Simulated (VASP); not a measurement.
These are r2SCAN+rVV10, VASP's PBE PAW potentials (set 64) (plane waves; VASP) values and carry that method's errors.

A VASP calculation is set up with these files.

### POSCAR
```
Ni3Fe
1
    3.4905369507    -0.0000000000     0.0000000000
    0.0000000000     3.4905369507     0.0000000000
    0.0000000000    -0.0000000000     3.4905369507
Fe Ni
1 3
Direct
  0.0000000000   0.0000000000   0.0000000000
  0.0000000000   0.5000000000   0.5000000000
  0.5000000000   0.0000000000   0.5000000000
  0.5000000000   0.5000000000   0.0000000000
```

**KPOINTS**
```
Automatic mesh
0
Gamma
  8 8 8
```

**INCAR**
```
SYSTEM = Ni3Fe
PREC = Accurate
ENCUT = 520
EDIFF = 1E-6
NELM = 100
ALGO = Normal
LREAL = .FALSE.
LASPH = .TRUE.
ISMEAR = 1
SIGMA = 0.1
METAGGA = R2SCAN
LUSE_VDW = .TRUE.
BPARAM = 11.95
CPARAM = 0.0093
LMIXTAU = .TRUE.
LMAXMIX = 4
ISPIN = 2
MAGMOM = 3.0 0.7 0.7 0.7
LORBIT = 10
LWAVE = .FALSE.
LCHARG = .FALSE.
IBRION = 2
ISIF = 3
NSW = 60
EDIFFG = -0.02
```

POTCAR, in this order: Fe Ni (PBE.64 set). Program: vasp_std.

Output of the run:

OUTCAR:
```
 ion  position               nearest neighbor table
   1  0.000  0.000  0.000-   2 2.47   3 2.47   4 2.47   2 2.47   3 2.47   2 2.47   4 2.47   2 2.47
                             3 2.47   4 2.47   3 2.47   4 2.47
   2  0.000  0.500  0.500-   1 2.47   3 2.47   4 2.47   1 2.47   4 2.47   1 2.47   3 2.47   1 2.47
                             3 2.47   4 2.47   4 2.47   3 2.47
   3  0.500  0.000  0.500-   1 2.47   2 2.47   4 2.47   1 2.47   4 2.47   2 2.47   4 2.47   4 2.47
                             1 2.47   2 2.47   1 2.47   2 2.47
   4  0.500  0.500  0.000-   1 2.47   2 2.47   3 2.47   2 2.47   3 2.47   1 2.47   3 2.47   3 2.47
                             1 2.47   2 2.47   2 2.47   1 2.47
  LATTYP: Found a simple cubic cell.
 ALAT       =     3.4905369507
 Subroutine PRICEL returns:
 Original cell was already a primitive cell.
 Subroutine GETGRP returns: Found 48 space group operations
The static configuration has the point symmetry O_h .
The dynamic configuration has the point symmetry O_h .
The overall configuration has the point symmetry O_h .
 Subroutine INISYM returns: Found 48 space group operations
 Subroutine IBZKPT returns following result:
 Found     35 irreducible k-points:

 Following reciprocal coordinates:
            Coordinates               Weight
  0.000000  0.000000  0.000000      1.000000
  0.125000  0.000000  0.000000      6.000000
  0.250000  0.000000  0.000000      6.000000
  0.375000  0.000000  0.000000      6.000000
  0.500000  0.000000  0.000000      3.000000
  0.125000  0.125000  0.000000     12.000000
  0.250000  0.125000  0.000000     24.000000
  0.375000  0.125000  0.000000     24.000000
  0.500000  0.125000  0.000000     12.000000
  0.250000  0.250000  0.000000     12.000000
  0.375000  0.250000  0.000000     24.000000
  0.500000  0.250000  0.000000     12.000000
  0.375000  0.375000  0.000000     12.000000
  0.500000  0.375000  0.000000     12.000000
  0.500000  0.500000  0.000000      3.000000
  0.125000  0.125000  0.125000      8.000000
  0.250000  0.125000  0.125000     24.000000
  0.375000  0.125000  0.125000     24.000000
  0.500000  0.125000  0.125000     12.000000
  0.250000  0.250000  0.125000     24.000000
  0.375000  0.250000  0.125000     48.000000
  0.500000  0.250000  0.125000     24.000000
  0.375000  0.375000  0.125000     24.000000
  0.500000  0.375000  0.125000     24.000000
  0.500000  0.500000  0.125000      6.000000
  0.250000  0.250000  0.250000      8.000000
  0.375000  0.250000  0.250000     24.000000
  0.500000  0.250000  0.250000     12.000000
  0.375000  0.375000  0.250000     24.000000
  0.500000  0.375000  0.250000     24.000000
  0.500000  0.500000  0.250000      6.000000
  0.375000  0.375000  0.375000      8.000000
  0.500000  0.375000  0.375000     12.000000
  0.500000  0.500000  0.375000      6.000000
  0.500000  0.500000  0.500000      1.000000
   k-points           NKPTS =     35   k-points in BZ     NKDIM =     35   number of bands    NBANDS=     26
   number of dos      NEDOS =    301   number of ions     NIONS =      4
   total plane-waves  NPLWV =  21952
   dimension x,y,z NGX =    28 NGY =   28 NGZ =   28
   dimension x,y,z NGXF=    56 NGYF=   56 NGZF=   56
   ions per type =               1   3
   PREC   = accura    normal or accurate (medium, high low for compatibility)
   ISTART =      0    job   : 0-new  1-cont  2-samecut
   ICHARG =      2    charge: 1-file 2-atom 10-const
   ISPIN  =      2    spin polarized calculation?
   LNONCOLLINEAR =      F non collinear calculations
   LSORBIT =      F    spin-orbit coupling
   INIWAV =      1    electr: 0-lowe 1-rand  2-diag
   ENCUT  =  520.0 eV  38.22 Ry    6.18 a.u.   6.49  6.49  6.49*2*pi/ulx,y,z
   NELM   =    100;   NELMIN=  2; NELMDL= -5     # of ELM steps
   EDIFF  = 0.1E-05   stopping-criterion for ELM
   LREAL  =      F    real-space projection
...
```

**OSZICAR**
```
       N       E                     dE             d eps       ncg     rms          rms(c)
DAV:   1     0.222381570928E+03    0.22238E+03   -0.17934E+04  3792   0.214E+03
DAV:   2    -0.440190630241E+02   -0.26640E+03   -0.25597E+03  3648   0.371E+02
DAV:   3    -0.586132406301E+02   -0.14594E+02   -0.13908E+02  3746   0.122E+02
DAV:   4    -0.588060521985E+02   -0.19281E+00   -0.19249E+00  3876   0.146E+01
DAV:   5    -0.588124080275E+02   -0.63558E-02   -0.63555E-02  5214   0.210E+00    0.233E+01
DAV:   6    -0.522734920854E+02    0.65389E+01   -0.55386E+01  3906   0.132E+02    0.300E+01
DAV:   7    -0.532472880670E+02   -0.97380E+00   -0.26441E+01  4306   0.126E+02    0.254E+01
DAV:   8    -0.494972505016E+02    0.37500E+01   -0.12916E+01  4548   0.612E+01    0.658E+00
DAV:   9    -0.498039758990E+02   -0.30673E+00   -0.10140E+00  4128   0.125E+01    0.340E+00
DAV:  10    -0.497976799943E+02    0.62959E-02   -0.15810E-01  5058   0.897E+00    0.196E+00
DAV:  11    -0.497894533081E+02    0.82267E-02   -0.72270E-02  4714   0.406E+00    0.117E+00
DAV:  12    -0.497915598192E+02   -0.21065E-02   -0.11300E-02  4298   0.169E+00    0.449E-01
DAV:  13    -0.497921407547E+02   -0.58094E-03   -0.15732E-03  4718   0.558E-01    0.129E-01
DAV:  14    -0.497921994782E+02   -0.58723E-04   -0.34755E-04  4316   0.356E-01    0.114E-01
DAV:  15    -0.497922013038E+02   -0.18256E-05   -0.63970E-05  4250   0.207E-01    0.487E-02
DAV:  16    -0.497922103728E+02   -0.90689E-05   -0.21743E-05  5078   0.836E-02    0.141E-02
DAV:  17    -0.497922133958E+02   -0.30231E-05   -0.34464E-06  3382   0.304E-02    0.110E-02
DAV:  18    -0.497922145108E+02   -0.11149E-05   -0.72873E-07  1988   0.180E-02    0.402E-03
DAV:  19    -0.497922148483E+02   -0.33754E-06   -0.36094E-07  1964   0.116E-02
   1 F= -.49792215E+02 E0= -.49791880E+02  d E =-.497922E+02  mag=     5.2148
       N       E                     dE             d eps       ncg     rms          rms(c)
DAV:   1    -0.501755244794E+02   -0.38331E+00   -0.41856E+00  3644   0.304E+01    0.625E+00
DAV:   2    -0.511996413170E+02   -0.10241E+01   -0.77166E+00  4116   0.592E+01    0.200E+01
DAV:   3    -0.498291711639E+02    0.13705E+01   -0.48254E+00  4342   0.508E+01    0.413E+00
DAV:   4    -0.498023547522E+02    0.26816E-01   -0.25254E-01  4138   0.734E+00    0.155E+00
DAV:   5    -0.497947265827E+02    0.76282E-02   -0.21401E-02  5092   0.226E+00    0.769E-01
DAV:   6    -0.497916893137E+02    0.30373E-02   -0.13956E-02  5188   0.233E+00    0.367E-01
DAV:   7    -0.497914753610E+02    0.21395E-03   -0.39606E-03  4376   0.127E+00    0.110E-01
DAV:   8    -0.497916134417E+02   -0.13808E-03   -0.35787E-04  5270   0.323E-01    0.777E-02
DAV:   9    -0.497916277156E+02   -0.14274E-04   -0.65733E-05  4178   0.146E-01    0.288E-02
DAV:  10    -0.497916429839E+02   -0.15268E-04   -0.34770E-05  4338   0.975E-02    0.684E-03
DAV:  11    -0.497916447025E+02   -0.17186E-05   -0.43594E-06  3386   0.233E-02    0.368E-03
DAV:  12    -0.497916451273E+02   -0.42478E-06   -0.29496E-07  1874   0.876E-03
   2 F= -.49791645E+02 E0= -.49791537E+02  d E =0.569721E-03  mag=     5.2664
       N       E                     dE             d eps       ncg     rms          rms(c)
DAV:   1    -0.498958249806E+02   -0.10418E+00   -0.11098E+00  3652   0.154E+01    0.314E+00
DAV:   2    -0.501029929745E+02   -0.20717E+00   -0.14025E+00  4104   0.298E+01    0.752E+00
DAV:   3    -0.498012687737E+02    0.30172E+00   -0.67361E-01  4100   0.276E+01    0.193E+00
DAV:   4    -0.497973729261E+02    0.38958E-02   -0.53671E-02  4088   0.368E+00    0.523E-01
DAV:   5    -0.497964906588E+02    0.88227E-03   -0.40259E-03  5028   0.801E-01    0.202E-01
DAV:   6    -0.497959600783E+02    0.53058E-03   -0.74787E-04  4890   0.477E-01    0.859E-02
DAV:   7    -0.497959753591E+02   -0.15281E-04   -0.14511E-04  4448   0.190E-01    0.491E-02
DAV:   8    -0.497959811559E+02   -0.57968E-05   -0.60358E-05  4148   0.173E-01    0.523E-02
DAV:   9    -0.497959683949E+02    0.12761E-04   -0.24049E-05  4548   0.126E-01    0.114E-02
DAV:  10    -0.497959678701E+02    0.52472E-06   -0.26253E-06  3108   0.237E-02
   3 F= -.49795968E+02 E0= -.49795721E+02  d E =-.375302E-02  mag=     5.2416
```

OUTCAR:
```
------------------------ aborting loop because EDIFF is reached ----------------------------------------
  FORCE on cell =-STRESS in cart. coord.  units (eV):
  Direction    XX          YY          ZZ          XY          YZ          ZX
  --------------------------------------------------------------------------------------
  Total       -0.0522521     -0.0522521     -0.0522521     -0.0000000     -0.0000000     -0.0000000
  in kB       -1.9461694     -1.9461694     -1.9461694     -0.0000000     -0.0000000     -0.0000000
  external PRESSURE =      -1.9461694 kB  Pullay stress =       0.0000000 kB
  volume of cell :       43.02
      direct lattice vectors                 reciprocal lattice vectors
     3.503843318  0.000000000  0.000000000     0.285400890  0.000000000 -0.000000000
    -0.000000000  3.503843318  0.000000000    -0.000000000  0.285400890  0.000000000
     0.000000000 -0.000000000  3.503843318    -0.000000000 -0.000000000  0.285400890
 POSITION                                       TOTAL-FORCE (eV/Angst)
 -----------------------------------------------------------------------------------
      0.00000      0.00000      0.00000         0.000000      0.000000      0.000000
      0.00000      1.75192      1.75192        -0.000000     -0.000000      0.000000
      1.75192     -0.00000      1.75192         0.000000     -0.000000      0.000000
      1.75192      1.75192      0.00000         0.000000      0.000000      0.000000
 -----------------------------------------------------------------------------------
    total drift:                                0.000000      0.000000      0.000000
  FREE ENERGIE OF THE ION-ELECTRON SYSTEM (eV)
  ---------------------------------------------------
  free  energy   TOTEN  =       -49.7959678701 eV

  energy  without entropy=      -49.7952284309  energy(sigma->0) =      -49.79572139

 total charge

# of ion       s       p       d       tot
------------------------------------------
    1        0.498   0.568   6.056   7.122
    2        0.538   0.575   8.333   9.445
    3        0.538   0.575   8.333   9.445
    4        0.538   0.575   8.333   9.445
--------------------------------------------------
tot          2.111   2.293  31.055  35.458

 magnetization (x)

# of ion       s       p       d       tot
------------------------------------------
    1        0.024  -0.009   3.144   3.159
    2       -0.020  -0.070   0.812   0.723
    3       -0.020  -0.070   0.812   0.723
    4       -0.020  -0.070   0.812   0.723
--------------------------------------------------
tot         -0.036  -0.218   5.581   5.327

 reached required accuracy - stopping structural energy minimisation
```
(Selected blocks of OUTCAR.)

CONTCAR:
```
Ni3Fe
   1.00000000000000
     3.5038433176361337    0.0000000000000000    0.0000000000000000
    -0.0000000000000000    3.5038433176361337    0.0000000000000000
     0.0000000000000000   -0.0000000000000000    3.5038433176361337
  Fe              Ni
     1     3
Direct
     0.0000000000000000    0.0000000000000000    0.0000000000000000
     0.0000000000000000    0.5000000000000000    0.5000000000000000
     0.5000000000000000    0.0000000000000000    0.5000000000000000
     0.5000000000000000    0.5000000000000000    0.0000000000000000
```

The compound is Ni3Fe in the L1_2 structure. This run relaxes it. Symmetry was kept, so distortions that lower it aren't found. The start is the result of an earlier pass.
